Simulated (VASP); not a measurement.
Level of theory: RPBE GGA, VASP's PBE PAW potentials (set 64) (plane waves; VASP 6.6.1).

The input files of a VASP run:

**KPOINTS**
```
Automatic mesh
0
Gamma
12 12 12
0 0 0
```

POSCAR:
```
SiC
1.0
  0.0000000000   2.1992834922   2.1992834922
  2.1992834922   0.0000000000   2.1992834922
  2.1992834922   2.1992834922   0.0000000000
Si C
1 1
direct
  0.0000000000   0.0000000000   0.0000000000
  0.2500000000   0.2500000000   0.2500000000
```

### INCAR
```
ALGO = Normal
EDIFF = 1E-7
ENCUT = 520
GGA = RP
ISIF = 2
ISMEAR = -5
LASPH = .TRUE.
LCHARG = .TRUE.
LORBIT = 11
LREAL = .FALSE.
LWAVE = .FALSE.
NEDOS = 601
NELM = 100
PREC = Accurate
SYSTEM = SiC
```

POTCAR, in this order: Si C (PBE.64 set). Program: vasp_std.

Output

OUTCAR:
```
 ion  position               nearest neighbor table
   1  0.000  0.000  0.000-   2 1.90   2 1.90   2 1.90   2 1.90
   2  0.250  0.250  0.250-   1 1.90   1 1.90   1 1.90   1 1.90
  LATTYP: Found a face centered cubic cell.
 ALAT       =     4.3985669844
 Subroutine PRICEL returns:
 Original cell was already a primitive cell.
 Subroutine GETGRP returns: Found 24 space group operations
The static configuration has the point symmetry T_d .
The dynamic configuration has the point symmetry T_d .
 Subroutine INISYM returns: Found 24 space group operations
 Subroutine IBZKPT returns following result:
 Found     72 irreducible k-points:

 Following reciprocal coordinates:
            Coordinates               Weight
  0.000000  0.000000  0.000000      1.000000
  0.083333  0.000000  0.000000      8.000000
  0.166667  0.000000  0.000000      8.000000
  0.250000  0.000000  0.000000      8.000000
  0.333333  0.000000  0.000000      8.000000
  0.416667  0.000000  0.000000      8.000000
  0.500000  0.000000  0.000000      4.000000
  0.083333  0.083333  0.000000      6.000000
  0.166667  0.083333  0.000000     24.000000
  0.250000  0.083333  0.000000     24.000000
  0.333333  0.083333  0.000000     24.000000
  0.416667  0.083333  0.000000     24.000000
  0.500000  0.083333  0.000000     24.000000
 -0.416667  0.083333  0.000000     24.000000
 -0.333333  0.083333  0.000000     24.000000
 -0.250000  0.083333  0.000000     24.000000
 -0.166667  0.083333  0.000000     24.000000
 -0.083333  0.083333  0.000000     12.000000
  0.166667  0.166667  0.000000      6.000000
  0.250000  0.166667  0.000000     24.000000
  0.333333  0.166667  0.000000     24.000000
  0.416667  0.166667  0.000000     24.000000
  0.500000  0.166667  0.000000     24.000000
 -0.416667  0.166667  0.000000     24.000000
 -0.333333  0.166667  0.000000     24.000000
 -0.250000  0.166667  0.000000     24.000000
 -0.166667  0.166667  0.000000     12.000000
  0.250000  0.250000  0.000000      6.000000
  0.333333  0.250000  0.000000     24.000000
  0.416667  0.250000  0.000000     24.000000
  0.500000  0.250000  0.000000     24.000000
 -0.416667  0.250000  0.000000     24.000000
 -0.333333  0.250000  0.000000     24.000000
 -0.250000  0.250000  0.000000     12.000000
  0.333333  0.333333  0.000000      6.000000
  0.416667  0.333333  0.000000     24.000000
  0.500000  0.333333  0.000000     24.000000
 -0.416667  0.333333  0.000000     24.000000
 -0.333333  0.333333  0.000000     12.000000
  0.416667  0.416667  0.000000      6.000000
   k-points           NKPTS =     72   k-points in BZ     NKDIM =     72   number of bands    NBANDS=      8
   number of dos      NEDOS =    601   number of ions     NIONS =      2
   total plane-waves  NPLWV =  13824
   dimension x,y,z NGX =    24 NGY =   24 NGZ =   24
   dimension x,y,z NGXF=    48 NGYF=   48 NGZF=   48
   ions per type =               1   1
   PREC   = accura    normal or accurate (medium, high low for compatibility)
   ISTART =      0    job   : 0-new  1-cont  2-samecut
   ICHARG =      2    charge: 1-file 2-atom 10-const
   ISPIN  =      1    spin polarized calculation?
   LNONCOLLINEAR =      F non collinear calculations
   LSORBIT =      F    spin-orbit coupling
   INIWAV =      1    electr: 0-lowe 1-rand  2-diag
   ENCUT  =  520.0 eV  38.22 Ry    6.18 a.u.   5.78  5.78  5.78*2*pi/ulx,y,z
   NELM   =    100;   NELMIN=  2; NELMDL= -5     # of ELM steps
   EDIFF  = 0.1E-06   stopping-criterion for ELM
   LREAL  =      F    real-space projection
   NLSPLINE    = F    spline interpolate recip. space projectors
   LMAXMIX     =    2 max onsite mixed and CHGCAR
...
```

**OSZICAR**
```
       N       E                     dE             d eps       ncg     rms          rms(c)
DAV:   1     0.560316944390E+01    0.56032E+01   -0.39993E+03  1184   0.832E+02
DAV:   2    -0.156634280813E+02   -0.21267E+02   -0.20776E+02  1688   0.108E+02
DAV:   3    -0.160314190710E+02   -0.36799E+00   -0.36799E+00  1312   0.174E+01
DAV:   4    -0.160325771312E+02   -0.11581E-02   -0.11581E-02  1824   0.107E+00
DAV:   5    -0.160325777091E+02   -0.57791E-06   -0.57791E-06  1320   0.188E-02    0.902E+00
DAV:   6    -0.143674960237E+02    0.16651E+01   -0.70715E+00  1240   0.149E+01    0.419E+00
DAV:   7    -0.143260405276E+02    0.41455E-01   -0.33588E-01  1816   0.410E+00    0.186E+00
DAV:   8    -0.143239070884E+02    0.21334E-02   -0.17001E-02  1168   0.128E+00    0.189E-01
DAV:   9    -0.143245727869E+02   -0.66570E-03   -0.10686E-03  1824   0.300E-01    0.130E-01
DAV:  10    -0.143247790308E+02   -0.20624E-03   -0.35862E-04  1568   0.160E-01    0.199E-02
DAV:  11    -0.143247816606E+02   -0.26299E-05   -0.69716E-05  1496   0.517E-02    0.511E-03
DAV:  12    -0.143247823827E+02   -0.72208E-06   -0.25416E-06  1520   0.139E-02    0.199E-03
DAV:  13    -0.143247825160E+02   -0.13330E-06   -0.26447E-07  1592   0.464E-03    0.129E-03
DAV:  14    -0.143247824727E+02    0.43321E-07   -0.15455E-08   792   0.103E-03
   1 F= -.14324782E+02 E0= -.14324782E+02  d E =0.000000E+00
```

File OUTCAR:
```
------------------------ aborting loop because EDIFF is reached ----------------------------------------
  FORCE on cell =-STRESS in cart. coord.  units (eV):
  Direction    XX          YY          ZZ          XY          YZ          ZX
  --------------------------------------------------------------------------------------
  Total       -0.0029648     -0.0029648     -0.0029648     -0.0000000     -0.0000000      0.0000000
  in kB       -0.2232710     -0.2232710     -0.2232710     -0.0000000     -0.0000000      0.0000000
  external PRESSURE =      -0.2232710 kB  Pullay stress =       0.0000000 kB
  volume of cell :       21.28
      direct lattice vectors                 reciprocal lattice vectors
     0.000000000  2.199283492  2.199283492    -0.227346771  0.227346771  0.227346771
     2.199283492  0.000000000  2.199283492     0.227346771 -0.227346771  0.227346771
     2.199283492  2.199283492  0.000000000     0.227346771  0.227346771 -0.227346771
  FREE ENERGIE OF THE ION-ELECTRON SYSTEM (eV)
  ---------------------------------------------------
  free  energy   TOTEN  =       -14.3247824727 eV

  energy  without entropy=      -14.3247824727  energy(sigma->0) =      -14.32478247

 total charge

# of ion       s       p       d       tot
------------------------------------------
    1        0.706   0.951   0.000   1.657
    2        0.842   1.681   0.000   2.523
--------------------------------------------------
tot          1.548   2.632   0.000   4.180
```
(Selected blocks of OUTCAR.)

The compound is SiC in the zinc blende structure. It was relaxed first.
